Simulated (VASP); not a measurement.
```
CELL_PARAMETERS angstrom
      2.99699     0.00000     0.00000
     -1.49850     2.59547     0.00000
      0.00000     0.00000     8.08018
ATOMIC_POSITIONS crystal
  Mo 0.33333 0.66667 0.03806
  Mo 0.66667 0.33333 0.53806
  P  0.33333 0.66667 0.33694
  P  0.66667 0.33333 0.83694
```

The numbers are results of PBEsol GGA, VASP's PBE PAW potentials (set 64) (plane waves; VASP), not measurements. Numerical set-up: 400 eV cut-off, 13×13×5 Γ-centred mesh, tetrahedra with Blöchl corrections, potentials Mo_sv P.

The cores are frozen, which limits the accuracy of field gradients.

Question: Give the principal components of the electric field gradient (V/Å²) and the asymmetry η at each nucleus.

Answer: 
```tsv
atom	Vxx	Vyy	Vzz	η
Mo1	36.6	36.6	-73.2	0.00
Mo2	36.6	36.6	-73.2	0.00
P3	33.3	33.3	-66.5	0.00
P4	33.3	33.3	-66.5	0.00
```

The structure was generated: MoP was put into the wurtzite type (P6_3mc), which need not be its known phase. It was relaxed first, which changed the volume by -43 %.
